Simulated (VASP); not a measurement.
OSZICAR of a VASP run on V (bcc):

### OSZICAR
```
       N       E                     dE             d eps       ncg     rms          rms(c)
DAV:   1     0.641843419930E+02    0.64184E+02   -0.65635E+03  2424   0.121E+03
DAV:   2    -0.176250071539E+02   -0.81809E+02   -0.80091E+02  2464   0.342E+02
DAV:   3    -0.188545381425E+02   -0.12295E+01   -0.12171E+01  2542   0.493E+01
DAV:   4    -0.188625416948E+02   -0.80036E-02   -0.79973E-02  2434   0.397E+00
DAV:   5    -0.188626246742E+02   -0.82979E-04   -0.82980E-04  2504   0.414E-01    0.232E+01
DAV:   6    -0.138089366061E+02    0.50537E+01   -0.13446E+01  2410   0.597E+01    0.332E+00
DAV:   7    -0.141456832614E+02   -0.33675E+00   -0.11294E+00  2400   0.156E+01    0.246E+00
DAV:   8    -0.141048669604E+02    0.40816E-01   -0.28635E-01  2402   0.789E+00    0.112E+00
DAV:   9    -0.141397167841E+02   -0.34850E-01   -0.13303E-02  2400   0.177E+00    0.759E-01
DAV:  10    -0.141370990160E+02    0.26178E-02   -0.14509E-02  2406   0.179E+00    0.704E-02
DAV:  11    -0.141384979076E+02   -0.13989E-02   -0.13563E-03  2400   0.515E-01    0.134E-01
DAV:  12    -0.141369573685E+02    0.15405E-02   -0.76803E-04  2400   0.335E-01    0.116E-01
DAV:  13    -0.141367508038E+02    0.20656E-03   -0.47936E-04  2406   0.314E-01    0.384E-03
DAV:  14    -0.141367539144E+02   -0.31107E-05   -0.48749E-06  2380   0.297E-02    0.443E-03
DAV:  15    -0.141367500437E+02    0.38708E-05   -0.73785E-07  1228   0.114E-02    0.869E-04
DAV:  16    -0.141367503804E+02   -0.33673E-06   -0.63729E-08  1202   0.303E-03
   1 F= -.14136750E+02 E0= -.14136743E+02  d E =-.141368E+02
```

**Question.** Which electronic solver shows in the log?

**Answer.** It is blocked Davidson (ALGO = Normal, or the opening steps of other solvers). The INCAR had ALGO = Normal.

**Question.** How was spin treated?

**Answer.** Without spin polarisation: there is no mag entry.

**Question.** Can the final energy be trusted as converged?

**Answer.** The calculation finished and met its thresholds. It stopped with EDIFF = 1E-6, NELM = 100, NSW = 60 and EDIFFG = -0.01 after 1 ionic step (r2SCAN meta-GGA, plane waves, VASP's PBE PAW potentials (set 64)).

The compound is V in the bcc structure. It was relaxed first, which changed the volume by -5 %. The start is the result of an earlier pass. The run is not spin-polarised, so no magnetic state was tried.
